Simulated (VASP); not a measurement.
Calculation: PBE GGA, VASP's PBE PAW potentials (set 64) (plane waves; VASP).

A VASP calculation is set up with these files.

KPOINTS:
```
Automatic mesh
0
Gamma
6 6 6
0 0 0
```

File POSCAR:
```
CdF2
3.8875320
  0.0000000000   0.7071067196   0.7071067196
  0.7071067196   0.0000000000   0.7071067196
  0.7071067196   0.7071067196   0.0000000000
Cd F
1 2
Direct
  0.0000000000   0.0000000000   0.0000000000
  0.2500000000   0.2500000000   0.2500000000
  0.7500000000   0.7500000000   0.7500000000
```

**INCAR**
```
SYSTEM = CdF2
PREC = Low
ENCUT = 520
EDIFF = 1E-6
NELM = 100
ALGO = Normal
LREAL = .FALSE.
LASPH = .TRUE.
ISMEAR = 0
SIGMA = 0.05
GGA = PE
LMAXMIX = 4
LWAVE = .FALSE.
LCHARG = .FALSE.
ISIF = 2
```

POTCAR, in this order: Cd F (PBE.64 set). Program: vasp_std.

Task: What will the output report for the number of irreducible k-points (NKPTS), number of bands (NBANDS), largest plane-wave count, number of space-group operations, FFT grid (NGX, NGY, NGZ)?

Result: 
```yaml
number of irreducible k-points (NKPTS): 16
number of bands (NBANDS): 17
largest_plane_wave_count: 1139
number_of_space_group_operations: 48
FFT grid (NGX, NGY, NGZ): 24 × 24 × 24
```

The compound is CdF2 in the fluorite structure. The cell was not relaxed at this level. The run is one of a series of settings (PREC = Low against the base run), some of them coarse on purpose.
